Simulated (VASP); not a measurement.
These are r2SCAN meta-GGA, VASP's PBE PAW potentials (set 64) (plane waves; VASP) values and carry that method's errors.

VASP ran on this input.

**POSCAR**
```
KBr(100) slab
1
    4.6701976124     0.0000000000     0.0000000000
    0.0000000000     4.6701976124     0.0000000000
    0.0000000000     0.0000000000    28.2198957700
K Br
4 4
Direct
  0.0000000000   0.5000000000   0.3252289525
  0.5000000000   0.0000000000   0.4413239458
  0.0000000000   0.5000000000   0.5586760542
  0.5000000000   0.0000000000   0.6747710475
  0.0000000000   0.5000000000   0.4411737041
  0.5000000000   0.0000000000   0.3238038755
  0.0000000000   0.5000000000   0.6761961245
  0.5000000000   0.0000000000   0.5588262959
```

**KPOINTS**
```
Automatic mesh
0
Gamma
5 5 1
0 0 0
```

**INCAR**
```
ALGO=Normal
DIPOL=0.5 0.5 0.5
EDIFF=1E-6
ENCUT=400
IDIPOL=3
ISMEAR=0
LASPH=.TRUE.
LCHARG=.FALSE.
LDIPOL=.TRUE.
LMAXMIX=4
LMIXTAU=.TRUE.
LORBIT=11
LREAL=.FALSE.
LVHAR=.TRUE.
LWAVE=.FALSE.
METAGGA=R2SCAN
NELM=100
NELMIN=4
PREC=Normal
SIGMA=0.05
SYSTEM=KBr(100) slab
```

POTCAR, in this order: K_sv Br (PBE.64 set). Program: vasp_std. Read from the step before: WAVECAR.

The resulting files:

**OSZICAR**
```
       N       E                     dE             d eps       ncg     rms          rms(c)
DAV:   1    -0.926226562781E+02   -0.92623E+02   -0.78278E-05   488   0.775E-02    0.866E-03
DAV:   2    -0.926226581541E+02   -0.18760E-05   -0.30797E-05   474   0.295E-02    0.521E-03
DAV:   3    -0.926226540554E+02    0.40987E-05   -0.34471E-06   408   0.144E-02    0.324E-03
DAV:   4    -0.926226401313E+02    0.13924E-04   -0.56763E-06   408   0.210E-02    0.143E-03
DAV:   5    -0.926226546901E+02   -0.14559E-04   -0.54664E-06   408   0.164E-02    0.110E-03
DAV:   6    -0.926226488586E+02    0.58315E-05   -0.19495E-06   344   0.124E-02    0.639E-04
DAV:   7    -0.926226524951E+02   -0.36366E-05   -0.13590E-06   328   0.871E-03    0.412E-04
DAV:   8    -0.926226516826E+02    0.81248E-06   -0.51012E-07   264   0.518E-03
   1 F= -.92622652E+02 E0= -.92622652E+02  d E =-.952173E-11
```

### OUTCAR
```
------------------------ aborting loop because EDIFF is reached ----------------------------------------
  FORCE on cell =-STRESS in cart. coord.  units (eV):
  Direction    XX          YY          ZZ          XY          YZ          ZX
  --------------------------------------------------------------------------------------
  Total       -0.6305884     -0.6305884     -0.1446837      0.0000000      0.0000000      0.0000000
  in kB       -1.6414612     -1.6414612     -0.3766207      0.0000000      0.0000000      0.0000000
  external PRESSURE =      -1.2198477 kB  Pullay stress =       0.0000000 kB
  volume of cell :      615.50
      direct lattice vectors                 reciprocal lattice vectors
     4.670197612  0.000000000  0.000000000     0.214123702  0.000000000  0.000000000
     0.000000000  4.670197612  0.000000000     0.000000000  0.214123702  0.000000000
     0.000000000  0.000000000 28.219895770     0.000000000  0.000000000  0.035435992
 POSITION                                       TOTAL-FORCE (eV/Angst)
 -----------------------------------------------------------------------------------
      0.00000      2.33510      9.17793         0.000000      0.000000      0.005993
      2.33510      0.00000     12.45412         0.000000      0.000000     -0.021042
      0.00000      2.33510     15.76578         0.000000      0.000000      0.021042
      2.33510      0.00000     19.04197         0.000000      0.000000     -0.005993
      0.00000      2.33510     12.44988        -0.000000      0.000000      0.018092
      2.33510      0.00000      9.13771         0.000000     -0.000000      0.003260
      0.00000      2.33510     19.08218         0.000000     -0.000000     -0.003260
      2.33510      0.00000     15.77002         0.000000      0.000000     -0.018092
 -----------------------------------------------------------------------------------
    total drift:                                0.000000      0.000000      0.000000
  FREE ENERGIE OF THE ION-ELECTRON SYSTEM (eV)
  ---------------------------------------------------
  free  energy   TOTEN  =       -92.6226516826 eV

  energy  without entropy=      -92.6226516826  energy(sigma->0) =      -92.62265168

 total charge

# of ion       s       p       d       tot
------------------------------------------
    1        1.957   5.675   0.020   7.652
    2        1.958   5.676   0.022   7.656
    3        1.958   5.676   0.022   7.656
    4        1.957   5.675   0.020   7.652
    5        1.593   3.339   0.001   4.933
    6        1.592   3.332   0.001   4.925
    7        1.592   3.332   0.001   4.925
    8        1.593   3.339   0.001   4.933
--------------------------------------------------
tot         14.200  36.044   0.086  50.331
```
(Selected blocks of OUTCAR.)

**OUTCAR**
```
 val. band max:       -4.3059220060   @ k =   0.0000   0.0000   0.0000

 cond. band min:       0.8080716515   @ k =   0.0000   0.0000   0.0000


 Fermi energy:        -4.0863022370

 k-point     1 :       0.0000    0.0000    0.0000
  band No.  band energies     occupation
      1     -33.4756      2.00000
      2     -33.4756      2.00000
      3     -33.2234      2.00000
      4     -33.2200      2.00000
      5     -17.1165      2.00000
      6     -17.0816      2.00000
      7     -16.8618      2.00000
      8     -16.8489      2.00000
      9     -16.2230      2.00000
     10     -16.2077      2.00000
     11     -16.1675      2.00000
     12     -16.1675      2.00000
     13     -16.1674      2.00000
     14     -16.1674      2.00000
     15     -15.9574      2.00000
     16     -15.9574      2.00000
     17     -15.9404      2.00000
     18     -15.9404      2.00000
     19     -15.9105      2.00000
     20     -15.8806      2.00000
     21      -5.1525      2.00000
     22      -4.9490      2.00000
     23      -4.6069      2.00000
     24      -4.5991      2.00000
     25      -4.5991      2.00000
     26      -4.4842      2.00000
     27      -4.4842      2.00000
     28      -4.4031      2.00000
     29      -4.3310      2.00000
     30      -4.3310      2.00000
     31      -4.3059      2.00000
     32      -4.3059      2.00000
     33       0.8081      0.00000
     34       1.1853      0.00000
     35       1.7553      0.00000
     36       2.1401      0.00000
     37       2.2499      0.00000
     38       2.3411      0.00000

 k-point     2 :       0.2000    0.0000    0.0000
  band No.  band energies     occupation
      1     -33.4749      2.00000
      2     -33.4749      2.00000
      3     -33.2224      2.00000
      4     -33.2197      2.00000
      5     -17.1599      2.00000
      6     -17.1330      2.00000
      7     -16.9454      2.00000
      8     -16.9363      2.00000
      9     -16.2256      2.00000
     10     -16.2164      2.00000
...
```

The cell is a thin slab with vacuum, built from KBr (rock salt): (100) face.
